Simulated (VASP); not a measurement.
# A slab model of the (0 0 1) face of TiNCl, part 4 of 4

Wanted: how the (0 0 1) face of TiNCl relaxes, and what it costs to take an electron out. The start is a cell from a database of measured crystal structures.

VASP 6.6.1, plane waves and PAW; the level of theory is named at each step.

So far. Step 3 (Surface relaxation): The run ended after 38 ionic steps, 0.033 eV below its first step, once the forces on the free atoms met EDIFFG = -0.03. Step 4 (Vacuum level and density of states): The vacuum level lies 6.35 eV above the highest filled level at the upper face; both faces agree, as the slab has next to no dipole.

**5. Tunnelling image, filled states within 1.5 eV**

Level of this step: PBEsol with D3(BJ), no spin polarisation; plane waves and PAW (Cl, Ti, N) (VASP).

A partial density over this window, at constant height above the top atom, is the Tersoff-Hamann picture of a tunnelling image.

Contents of INCAR:

```
SYSTEM = TiNCl
PREC = Normal
ENCUT = 400
EDIFF = 1E-05
NELM = 120
ISMEAR = 0
SIGMA = 0.05
LREAL = .FALSE.
ALGO = Fast
GGA = PS
IVDW = 12
NBANDS = 60
LWAVE = .FALSE.
LCHARG = .FALSE.
ISTART = 1
LPARD = .TRUE.
NBMOD = -2
EINT = -3.198 -1.678
LSEPB = .FALSE.
LSEPK = .FALSE.
```

Contents of POSCAR:

```
TiNCl
1.0
    3.2580000000      0.0000000000      0.0000000000
    0.0000000000      3.9370000000      0.0000000000
    0.0000000000      0.0000000000     27.9529800000
Cl Ti N
4 4 4
Direct
    0.0000000000      0.0000000000      0.2683077100
    0.5000000000      0.5000000000      0.4525449500
    0.0000000000      0.0000000000      0.5366944449
    0.5000000000      0.5000000000      0.7196582711
    0.5000000000      0.0000000000      0.3325116000
    0.0000000000      0.5000000000      0.3883410600
    0.5000000000      0.0000000000      0.6010068385
    0.0000000000      0.5000000000      0.6550484137
    0.5000000000      0.5000000000      0.3464689600
    0.0000000000      0.0000000000      0.3743837000
    0.5000000000      0.5000000000      0.6132984227
    0.0000000000      0.0000000000      0.6426967255
```

Contents of KPOINTS:

```
Automatic mesh
0
Gamma
5 4 1
0 0 0
```

The projector-augmented-wave data sets are Cl, Ti and N (PBE family, release 64).

The run starts from files that an earlier step left in the folder.

The run is started by

```
$ mpirun -np 2 vasp_std
```

The log of the run:

```text
[banner, memory and clock lines left out]
running    2 mpi-ranks, on    1 nodes
 distrk:  each k-point on    2 cores,    1 groups
 distr:  one band on    1 cores,    2 groups

 POSCAR found type information on POSCAR ClTiN
 POSCAR found :  3 types and      12 ions
|                                                                             |
|               ----> ADVICE to this user running VASP <----                  |
|                                                                             |
|     You enforced a specific xc type in the INCAR file but a different       |
|     [... a line on the potential file left out ...]
|     I HOPE YOU KNOW WHAT YOU ARE DOING!                                     |
|                                                                             |

 LDA part: xc-table for (Slater+PW92), standard interpolation
 found WAVECAR, reading the header
 POSCAR, INCAR and KPOINTS ok, starting setup
 FFT: planning ... GRIDC
 FFT: planning ... GRID_SOFT
 FFT: planning ... GRID
 reading WAVECAR
 the WAVECAR file was read successfully
Calculating partial charge density.
NDMOD =  -2
Energy range energy from INCAR:   -3.198  -1.678
No KPOINTS given: use all of them.

*****************************************************
* Parameters from pardens
*****************************************************

NBMOD is set to  -2
Selected energy range (EINT)   -3.1980  -1.6780
Selected all k-points to calculate charge density.
k-point no.    1; bands inside the range    4
  29  30  31  32
k-point no.    2; bands inside the range    3
  30  31  32
k-point no.    3; bands inside the range    4
  29  30  31  32
k-point no.    4; bands inside the range    2
  31  32
k-point no.    5; bands inside the range    2
  31  32
k-point no.    6; bands inside the range    4
  29  30  31  32
k-point no.    7; bands inside the range    0

k-point no.    8; bands inside the range    0

k-point no.    9; bands inside the range    0

Finished calculating partial charge density.
VASP will stop now.
```

Wall time 3.2 s (2 MPI ranks of AMD EPYC 7R43, shared host).

From OUTCAR (step 5):

```text
   NELECT =      64.0000    total number of electrons

[... 8 parts as in an earlier step ...]

[... 2 further parts left out ...]
```

Local density of states in the window along a and b. Constant height, 2.5 Å above the top atom.

Ten even steps from '0' (0.20 × 1e-5 e/Å³) to '9' (9.19 × 1e-5 e/Å³), each cell a mean:
```
87642100000000000000000000012467
44321000000000000000000000001234
11100000000000000000000000000011
00000000000000000000000000000000
00000000000001111111000000000000
00000000001111111111111000000000
00000000011111111111111100000000
00000000111122222222211110000000
00000001111223444443221111000000
00000001112235677765322111000000
00000001112346899986432111000000
00000001112345789875432111000000
00000001111234556554321111000000
00000000111122333332211110000000
00000000111111222221111110000000
00000000011111111111111100000000
00000000000111111111110000000000
00000000000000011100000000000000
00000000000000000000000000000000
32210000000000000000000000000122
76531000000000000000000000001356
99742100000000000000000000012479
```
Columns: along a (fractional) from 0 to 0.969; rows upwards: along b (fractional) from 0 to 0.975.

Partial charge density in the ca plane at fractional y = 0.000, with atoms of Cl and Ti and N within 0.2 Å of it. It is the smooth field of the valence electrons, not physical close to the nuclei.

Ten steps, logarithmic in the rise over the least value, from '0' (0.00 Å⁻³) to '9' (0.55 Å⁻³), each cell a mean:
```
00000000000001344443125799863100002454453135
00000000000001234442234667642000001344432234
00000000000000112222455444321000000122222454
00000000000000000113566532110000000000013555
00000000000000001113565543210000000011112455
00000000000000123332345555431000000233322344
00000000000001245543125688753100001355542135
00000000000001343243125799963100002451453235
```
Columns run along c (16.0 Å, from fractional 0.05 to 0.63 of the cell), rows up along a (3.3 Å). Atoms in or near the plane, at fractional coordinates: Cl at (0.27, 0.00), Cl at (0.54, 0.00), Ti at (0.33, 0.50), Ti at (0.60, 0.50), N at (0.37, 0.00).

Shared out to the nearest atoms, the partial charge density (by size) has 61 % on N; its largest share on one atom is 18 % (N9), and it takes 8 of the 12 atoms to pass 80 %.

Between its 5th and 95th percentile the partial density varies by a factor of 19, which sets the contrast of the image.

**6. Tunnelling image, empty states within 1.5 eV**

A partial density over this window, at constant height above the top atom, is the Tersoff-Hamann picture of a tunnelling image.

Edit INCAR of step 5 so:

```diff
@@ -17,3 +17,3 @@
 NBMOD = -2
-EINT = -3.198 -1.678
+EINT = -1.403 0.117
 LSEPB = .FALSE.
```

POSCAR is that of step 5.

KPOINTS is that of step 5.

The WAVECAR or CHGCAR of an earlier step is read.

The run is started by

```
$ mpirun -np 2 vasp_std
```

The log of the run:

```text
 LDA part: xc-table for (Slater+PW92), standard interpolation
 found WAVECAR, reading the header
 POSCAR, INCAR and KPOINTS ok, starting setup
 FFT: planning ... GRIDC
 FFT: planning ... GRID_SOFT
 FFT: planning ... GRID
 reading WAVECAR
 the WAVECAR file was read successfully
Calculating partial charge density.
NDMOD =  -2
Energy range energy from INCAR:   -1.403   0.117
No KPOINTS given: use all of them.

NBMOD is set to  -2
Selected energy range (EINT)   -1.4030   0.1170
Selected all k-points to calculate charge density.
k-point no.    1; bands inside the range    5
  33  34  35  36  37
k-point no.    2; bands inside the range    3
  33  34  35
k-point no.    3; bands inside the range    2
  33  34
k-point no.    4; bands inside the range    6
  33  34  35  36  37  38
k-point no.    5; bands inside the range    6
  33  34  35  36  37  38
k-point no.    6; bands inside the range    4
  33  34  35  36
k-point no.    7; bands inside the range    4
  33  34  35  36
k-point no.    8; bands inside the range    4
  33  34  35  36
k-point no.    9; bands inside the range    4
  33  34  35  36
Finished calculating partial charge density.
VASP will stop now.

[... 3 parts as in an earlier step ...]
```

It took 3 s on 2 MPI ranks.

Parts of OUTCAR (step 6):

```text
   NELECT =      64.0000    total number of electrons

[... 8 parts as in an earlier step ...]

[... 2 further parts left out ...]
```

Local density of states in the window along a and b. Constant height, 2.5 Å above the top atom.

Ten even steps from '0' (2.00 × 1e-5 e/Å³) to '9' (7.21 × 1e-5 e/Å³), each cell a mean:
```
22110000000000111110000000000112
11000000000111111111110000000001
00000000111111222221111110000000
00001111122222222222222211111000
11111122223333333333333222211111
22222233334444444444444333322222
23333334444555555555554444333333
33334444555566666666655554444333
44444455556667777777666555544444
44444555666677889887766665554444
44445555666778999998776665555444
44445555666778899988776665555444
44444555566677788877766655554444
33444445555666667666665555444443
33333344455555556555555544433333
22223333344445555555444433333222
11122222333334444444333332222211
11111111222233333333322221111111
00000011111222222222221111100000
00000000011111111111111100000000
11100000000001111111000000000011
22110000000000000000000000000112
```
Columns: along a (fractional) from 0 to 0.969; rows upwards: along b (fractional) from 0 to 0.975.

Partial charge density in the ca plane at fractional y = 0.000, with atoms of Cl and Ti and N within 0.2 Å of it. It is the smooth field of the valence electrons, not physical close to the nuclei.

Values in units of 1e-1 Å⁻³, 5 rows by 16 columns, each cell a mean:
```
0.1 0.0 0.0 0.2 0.1 0.4 0.6 0.3 0.0 0.0 0.0 0.0 0.0 0.0 0.0 0.0
0.0 0.0 0.0 0.1 0.3 4.0 1.5 0.1 0.0 0.0 0.0 0.0 0.0 0.0 0.0 0.0
0.0 0.0 0.0 0.0 1.1 9.4 4.5 0.1 0.0 0.0 0.0 0.0 0.0 0.0 0.0 0.0
0.0 0.0 0.0 0.1 0.2 2.2 0.7 0.1 0.0 0.0 0.0 0.0 0.0 0.0 0.0 0.0
0.1 0.0 0.0 0.2 0.1 0.2 0.7 0.5 0.0 0.0 0.0 0.0 0.0 0.0 0.0 0.0
```
Columns run along c (16.0 Å, from fractional 0.40 to 0.97 of the cell), rows up along a (3.3 Å). Atoms in or near the plane, at fractional coordinates: Cl at (0.54, 0.00), Ti at (0.60, 0.50), N at (0.64, 0.00).

Shared out to the nearest atoms, the partial charge density has 79 % on Ti; its largest share on one atom is 21 % (Ti7), and it takes 5 of the 12 atoms to pass 80 %.

Between its 5th and 95th percentile the partial density varies by a factor of 2.7, which sets the contrast of the image.

**7. Putting the energies together**

This step: slab, PBEsol + D3(BJ); plane waves and PAW (VASP 6.6.1).

No new run; the numbers come from the runs before.

This step gave:

| Item | Value |
| --- | --- |
| surface energy, as cut | 0.1983 J/m² |
| relaxation gain | 0.04179 J/m² |
| surface energy, relaxed | 0.1566 J/m² |
| ionisation potential at the upper face | 6.346 eV |

The surface energy as cut is the slab's energy at the first step, less 12 times the bulk energy an atom (-8.0721 eV), over twice the area of 12.83 Å².

**8. Slab, other settings: shifted = true and ALGO = "Normal"**

This step: PBEsol with D3(BJ), no spin polarisation; plane waves and PAW (Cl, Ti, N) (VASP 6.6.1).

The run is repeated with some settings moved, to see what they change.

Contents of INCAR:

```
SYSTEM = TiNCl
PREC = Normal
ENCUT = 400
EDIFF = 1E-06
NELM = 120
ISMEAR = 0
SIGMA = 0.05
LREAL = .FALSE.
ALGO = Normal
GGA = PS
IVDW = 12
NBANDS = 44
LORBIT = 11
LWAVE = .FALSE.
LCHARG = .FALSE.
KPAR = 2
IDIPOL = 3
LDIPOL = .TRUE.
DIPOL = 0.5 0.5 0.494
LVHAR = .TRUE.
LVACPOTAV = .TRUE.
```

Contents of POSCAR:

```
TiNCl
1.0
    3.2580000000      0.0000000000      0.0000000000
    0.0000000000      3.9370000000      0.0000000000
    0.0000000000      0.0000000000     27.9529800000
Cl Ti N
4 4 4
Selective dynamics
Direct
    0.0000000000      0.0000000000      0.2683077100  F F F
    0.5000000000      0.5000000000      0.4525449500  F F F
    0.0000000000      0.0000000000      0.5366944449  T T T
    0.5000000000      0.5000000000      0.7196582711  T T T
    0.5000000000      0.0000000000      0.3325116000  F F F
    0.0000000000      0.5000000000      0.3883410600  F F F
    0.5000000000      0.0000000000      0.6010068385  T T T
    0.0000000000      0.5000000000      0.6550484137  T T T
    0.5000000000      0.5000000000      0.3464689600  F F F
    0.0000000000      0.0000000000      0.3743837000  F F F
    0.5000000000      0.5000000000      0.6132984227  T T T
    0.0000000000      0.0000000000      0.6426967255  T T T
```

Contents of KPOINTS:

```
Automatic mesh
0
Monkhorst-Pack
5 4 1
0 0 0
```

The run is started by

```
$ mpirun -np 2 vasp_std
```

The log of the run:

```text
[... set-up lines as in an earlier step ...]
 entering main loop
       N       E                     dE             d eps       ncg     rms          rms(c)
DAV:   1     0.633618645401E+03    0.63362E+03   -0.20971E+04   528   0.990E+02
DAV:   2     0.554896420115E+02   -0.57813E+03   -0.54769E+03   636   0.260E+02
DAV:   3    -0.114023843130E+03   -0.16951E+03   -0.16504E+03   792   0.147E+02
DAV:   4    -0.121359947355E+03   -0.73361E+01   -0.73009E+01   636   0.362E+01
DAV:   5    -0.121583556377E+03   -0.22361E+00   -0.22350E+00   684   0.747E+00    0.538E+01
DAV:   6    -0.972905625899E+02    0.24293E+02   -0.18845E+02   704   0.587E+01    0.184E+01
DAV:   7    -0.963322514642E+02    0.95831E+00   -0.57736E+01   684   0.437E+01    0.198E+01
DAV:   8    -0.942551611447E+02    0.20771E+01   -0.15549E+01   624   0.231E+01    0.649E+00
DAV:   9    -0.940548102493E+02    0.20035E+00   -0.13164E+00   636   0.804E+00    0.116E+00
DAV:  10    -0.940565346949E+02   -0.17244E-02   -0.40068E-02   652   0.101E+00    0.117E+00
DAV:  11    -0.940559099043E+02    0.62479E-03   -0.21827E-03   604   0.247E-01    0.948E-01
DAV:  12    -0.940564590901E+02   -0.54919E-03   -0.28784E-02   632   0.717E-01    0.689E-01
DAV:  13    -0.940549577966E+02    0.15013E-02   -0.43074E-03   728   0.439E-01    0.639E-01
DAV:  14    -0.940539263911E+02    0.10314E-02   -0.18674E-03   680   0.188E-01    0.462E-01
DAV:  15    -0.940536492452E+02    0.27715E-03   -0.35896E-04   720   0.903E-02    0.356E-01
DAV:  16    -0.940533529877E+02    0.29626E-03   -0.22512E-03   632   0.206E-01    0.725E-02
DAV:  17    -0.940535345954E+02   -0.18161E-03   -0.99307E-04   700   0.137E-01    0.899E-02
DAV:  18    -0.940535716108E+02   -0.37015E-04   -0.12370E-04   628   0.568E-02    0.594E-02
DAV:  19    -0.940536975314E+02   -0.12592E-03   -0.84822E-05   668   0.405E-02    0.228E-02
DAV:  20    -0.940538939761E+02   -0.19644E-03   -0.36658E-05   604   0.254E-02    0.213E-02
DAV:  21    -0.940539505428E+02   -0.56567E-04   -0.11677E-05   604   0.171E-02    0.137E-02
DAV:  22    -0.940539947746E+02   -0.44232E-04   -0.23978E-06   448   0.798E-03    0.119E-02
DAV:  23    -0.940540248900E+02   -0.30115E-04   -0.87684E-06   556   0.102E-02    0.381E-03
DAV:  24    -0.940540301367E+02   -0.52466E-05   -0.67839E-07   272   0.442E-03    0.430E-03
DAV:  25    -0.940540387681E+02   -0.86314E-05   -0.40276E-07   272   0.257E-03    0.248E-03
DAV:  26    -0.940540438681E+02   -0.51000E-05   -0.38675E-07   276   0.278E-03    0.109E-03
DAV:  27    -0.940540505286E+02   -0.66605E-05   -0.28483E-07   264   0.314E-03    0.199E-03
DAV:  28    -0.940540550823E+02   -0.45537E-05   -0.17780E-07   264   0.222E-03    0.119E-03
DAV:  29    -0.940540579759E+02   -0.28936E-05   -0.87150E-08   264   0.103E-03    0.719E-04
DAV:  30    -0.940540598005E+02   -0.18246E-05   -0.75892E-08   264   0.101E-03    0.511E-04
DAV:  31    -0.940540604460E+02   -0.64558E-06   -0.31932E-08   264   0.840E-04
 [... a notice as in an earlier step ...]

   1 F= -.96540724E+02 E0= -.96540724E+02  d E =-.112367E-13
```

Wall time 45 s (2 MPI ranks); peak memory 0.44 GiB.

Parts of OUTCAR (step 8):

```text
   k-points           NKPTS =      6   k-points in BZ     NKDIM =      6   number of bands    NBANDS=     44

   NELECT =      64.0000    total number of electrons

 dipolmoment           0.000000      0.000000      0.001505 electrons x Angstroem

 E-fermi :  -1.9468

 k-point     1 :       0.0000    0.1250    0.0000
  band No.  band energies     occupation
    ...
     28      -3.4975      2.00000
     29      -2.9254      2.00000
     30      -2.8186      2.00000
     31      -2.3502      2.00000
     32      -2.2029      2.00000
     33      -0.9995      0.00000
     34      -0.8896      0.00000
     35      -0.0879      0.00000
     36      -0.0360      0.00000
     37       0.0393      0.00000
    ...

 Edisp (eV)   -2.48666

  Total      -5.51526    -3.25251    -2.50325     0.00000     0.00000     0.00000
  in kB     -24.64519   -14.53396   -11.18590     0.00000     0.00000     0.00000
  external pressure =      -16.79 kB  Pullay stress =        0.00 kB

 POSITION                                       TOTAL-FORCE (eV/Angst)
 -----------------------------------------------------------------------------------
      0.00000      0.00000      7.50000         0.000000      0.000000     -0.084585
      1.62900      1.96850     12.64998         0.000000      0.000000      0.011508
      0.00000      0.00000     15.00221         0.000000      0.000000      0.001875
      1.62900      1.96850     20.11659         0.000000      0.000000     -0.016438
      1.62900      0.00000      9.29469         0.000000      0.000000      0.367048
      0.00000      1.96850     10.85529         0.000000      0.000000     -0.289184
      1.62900      0.00000     16.79993         0.000000      0.000000     -0.071931
      0.00000      1.96850     18.31056         0.000000      0.000000      0.056531
      1.62900      1.96850      9.68484         0.000000      0.000000      0.046735
      0.00000      0.00000     10.46514         0.000000      0.000000     -0.038508
      1.62900      1.96850     17.14352         0.000000      0.000000      0.132911
      0.00000      0.00000     17.96529         0.000000      0.000000     -0.115963
 -----------------------------------------------------------------------------------
    total drift:                                0.000000      0.000000     -0.013821

  FREE ENERGIE OF THE ION-ELECTRON SYSTEM (eV)
  ---------------------------------------------------
  free  energy   TOTEN  =       -96.5407241202 eV

  energy  without entropy=      -96.5407241202  energy(sigma->0) =      -96.54072412

 vacuum level on the upper side and lower side of the slab         4.643         4.621

[... 6 parts as in an earlier step ...]

[... 10 further parts left out ...]
```

ALGO acts on the way to self-consistency or on speed; a fully converged result doesn't depend on them, though slow mixing can meet EDIFF with the stress still off.

Numbers from this step:

```yaml
electronic_cycles: 31
free_energy_toten: -96.5407 eV
fermi_energy: -1.947 eV
dipole_moment: 0, 0, 0.001505 e·Å
vacuum_levels: 4.643, 4.621 eV
gap_on_the_k_mesh: 1.203 eV
least_direct_gap_on_the_k_mesh: 1.203 eV
```

Force by atom:

```csv
atom,x (eV/Å),y (eV/Å),z (eV/Å),size
Cl1,0.000,0.000,-0.085,0.085
Cl2,0.000,0.000,0.012,0.012
Cl3,0.000,0.000,0.002,0.002
Cl4,0.000,0.000,-0.016,0.016
Ti5,0.000,0.000,0.367,0.367
Ti6,0.000,0.000,-0.289,0.289
Ti7,0.000,0.000,-0.072,0.072
Ti8,0.000,0.000,0.057,0.057
N9,0.000,0.000,0.047,0.047
N10,0.000,0.000,-0.039,0.039
N11,0.000,0.000,0.133,0.133
N12,0.000,0.000,-0.116,0.116
```

Settings moved on purpose: ALGO = Normal.

Against the run that it repeats, NBANDS and the shift of the k mesh also differ.

The two runs compared:

| quantity | this run | the run it repeats | difference |
| --- | --- | --- | --- |
| energy at zero smearing (eV) | -96.541 | -96.581 | 0.0406 |
| free energy (TOTEN) (eV) | -96.541 | -96.581 | 0.0406 |
| Fermi energy (eV) | -1.9468 | -1.5404 | -0.406 |
| electronic cycles | 31 | 28 | 3 |

The total energy moves by 3.4 meV an atom.

**9. What came out**

```
surface energy, relaxed          : 0.157 J/m²
surface energy, as cut           : 0.198 J/m²
ionisation potential of the slab : 6.35 eV
```

**Reading.** The ionisation potential is 6.35 eV at the upper face and 6.32 eV at the lower, which was held as cut. The surface costs 0.16 J/m². Relaxing the upper layers lowers the surface energy from 0.20 to 0.16 J/m². The value as cut is the mean over both faces, and the gain of the relaxation is booked to the faces that were free. The atom that ends on top (Cl) moved inwards by 0.34 Å. Semilocal band edges put the ionisation potential too low and the gap too small. The cell in the plane was kept as given and was not relaxed here. The slab has a gap, so the level below the vacuum is counted from the highest filled level.

[Lines on the potential files, build, host, timing and source positions are cut from VASP's logs without a mark.]

[Logs are printed without paths, hosts, clocks, repeated set-up lines and the standing remarks that a program may print on its own settings, such as how far it seeks lower states.]

[Hosts, paths, dates, database ids (printed as entryN), source tags and the programs' standing remarks are cut or masked in the printed files.]

[In band tables of VASP the shares of atoms and orbitals are scaled to a sum of 1 inside the atoms' spheres.]

[Runs that stopped without an error message from VASP are left out.]
